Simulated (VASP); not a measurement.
Wanted: the native input for a VASP 6.6.1 run.

```
Task                   : band structure
Functional             : revPBE
Potentials or basis    : VASP PAW PBE potentials, release 64 (Na_pv, Cu)
Cutoff                 : 520 eV
k mesh                 : 9 × 9 × 7
Occupations            : fermi-dirac, width 0.05 eV
Spin                   : no spin polarisation
Further INCAR settings : ALGO = Normal; EDIFF = 1e-07; NBANDS = 16
```

The structure of NaCu lies in POSCAR:

```
NaCu
1.0
    2.9422367500      0.0000000000      0.0000000000
    0.0000000000      2.9422367500      0.0000000000
    0.0000000000      0.0000000000      4.0409127600
Na Cu
1 1
Direct
    0.0000000000      0.0000000000      0.0000000000
    0.5000000000      0.5000000000      0.5000000000
```

The cell was built by a generator and needn't be a form met in nature.

One way to write it, as run:

INCAR

```
ALGO = Normal ; EDIFF = 1E-7
ENCUT = 520 ; GGA = RE
ISIF = 2 ; ISMEAR = -1
LASPH = True ; LCHARG = False
LMAXMIX = 4 ; LREAL = False
LWAVE = False ; NBANDS = 16
NELM = 100 ; PREC = Accurate
SIGMA = 0.05
```

KPOINTS

```
k-points
0
Gamma
  9 9 7
```

KPOINTS_OPT

```
path GXMGZRAZ,XR,MA
15
line-mode
reciprocal
 0.0000000000  0.0000000000  0.0000000000  G
 0.0000000000  0.5000000000  0.0000000000  X

 0.0000000000  0.5000000000  0.0000000000  X
 0.5000000000  0.5000000000  0.0000000000  M

 0.5000000000  0.5000000000  0.0000000000  M
 0.0000000000  0.0000000000  0.0000000000  G

 0.0000000000  0.0000000000  0.0000000000  G
 0.0000000000  0.0000000000  0.5000000000  Z

 0.0000000000  0.0000000000  0.5000000000  Z
 0.0000000000  0.5000000000  0.5000000000  R

 0.0000000000  0.5000000000  0.5000000000  R
 0.5000000000  0.5000000000  0.5000000000  A

 0.5000000000  0.5000000000  0.5000000000  A
 0.0000000000  0.0000000000  0.5000000000  Z

 0.0000000000  0.5000000000  0.0000000000  X
 0.0000000000  0.5000000000  0.5000000000  R

 0.5000000000  0.5000000000  0.0000000000  M
 0.5000000000  0.5000000000  0.5000000000  A
```

Potentials or basis: VASP PAW PBE potentials, release 64 (Na_pv, Cu).

Command:

```console
$ cat potpaw_PBE.64/Na_pv/POTCAR potpaw_PBE.64/Cu/POTCAR > POTCAR
$ mpirun -np 1 vasp_std > vasp.out
```

Results of the run:

```yaml
Pressure: 5.0 GPa
Band_gap_along_the_path: none (metal or under the smearing width)
```

Caveat: the PAW data sets were made with another functional, which shifts forces and pressure a little.

It took 28 s on 1 thread of Intel(R) Xeon(R) Platinum 8488C (Sapphire Rapids) (shared host), peak memory 0.18 GiB.
